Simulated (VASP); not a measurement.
An input for Ansatz (written as the equivalent of a VASP run, and not itself run):

Ansatz 0.2 input:
```yaml
crystal:
  lattice:
    - [3.2705270, 0.0000000, 0.0000000]
    - [-1.6352635, 2.8323592, 0.0000000]
    - [0.0000000, 0.0000000, 3.8269154]
  atoms:
    - { symbol: Y, position: [0.0000000, 0.0000000, 0.0000000] }
    - { symbol: B, position: [0.3333330, 0.6666670, 0.5000000] }
    - { symbol: B, position: [0.6666670, 0.3333330, 0.5000000] }
kpoints:
  mp_grid: { grid: [12, 12, 9] }
hamiltonian:
  xc: pbesol
  pseudopotentials: { kind: paw }
scf:
  occupations: { method: tetrahedron }
  max_iter: 100
output: { forces: true, stress: true, eigenvalues: true }
```

Translate this input to VASP (INCAR, KPOINTS, POSCAR, choice of POTCAR).

Several could match; the one computed here: 
File POSCAR:
```
YB2
1
    3.2705269706     0.0000000000     0.0000000000
   -1.6352634853     2.8323591546     0.0000000000
    0.0000000000     0.0000000000     3.8269154400
Y B
1 2
Direct
  0.0000000000   0.0000000000   0.0000000000
  0.3333330000   0.6666670000   0.5000000000
  0.6666670000   0.3333330000   0.5000000000
```

**INCAR**
```
ENCUT = 520   ! plane-wave cut-off (eV)
LMAXMIX = 4   ! l cut-off of mixed one-centre charges
ISIF = 2
LASPH = .True.   ! aspherical one-centre terms
EDIFF = 1E-7   ! SCF stop (eV)
NELM = 100
LCHARG = .True.
NEDOS = 601   ! DOS grid
LWAVE = .False.
SYSTEM = YB2
LREAL = .False.
PREC = Accurate
ALGO = Normal   ! blocked Davidson
LORBIT = 11   ! lm-projected
ISMEAR = -5   ! tetrahedra, Bloechl
GGA = PS
LEFG = .True.
```

### KPOINTS
```
Automatic mesh
0
Gamma
12 12 9
```

POTCAR, in this order: Y_sv B (PBE.64 set). Program: vasp_std.

The two are equivalent in intent, not identical: each code has its own PAW files, so the cut-off isn't converted (ENCUT is set for VASP's; basis.ecutwfc is left out, and Ansatz then takes the one that its files recommend); Ansatz stops its SCF on the density residual and VASP on the energy change (EDIFF); the field gradients of LEFG aren't asked of the other code.

The structure comes from a computed database's YB2 entry (P6/mmm); how it stands against other phases isn't given here. It was relaxed first.
